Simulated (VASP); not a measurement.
Given:

```yaml
crystal:
  lattice:
    - [2.81185, 0.00000, 0.00000]
    - [0.00000, 2.81185, 0.00000]
    - [0.00000, 0.00000, 2.81185]
  atoms:
    - { symbol: Ga, position: [0.50000, 0.50000, 0.50000] }
    - { symbol: Co, position: [0.00000, 0.00000, 0.00000] }
```

Computed with LDA (Ceperley-Alder, Perdew-Zunger), VASP's LDA PAW potentials (set 64) (plane waves; VASP). Settings: 520 eV cut-off, 13×13×13 Γ-centred mesh, first-order Methfessel-Paxton smearing of 0.10 eV, potentials Ga_d Co.

Q: Give the energy at these volumes per atom, relative to the lowest: 10.44, 10.78, 11.11, 11.44, 11.78 Å³.

A: 31.2, 7.4, 0.0, 6.3, 24.1 meV/atom. A third-order Birch-Murnaghan fit gives B0 = 219 GPa and B0′ = 4.7.

The compound is CoGa in the CsCl type structure. It was relaxed first, which changed the volume by -7 %. The run is not spin-polarised, so no magnetic state was tried.
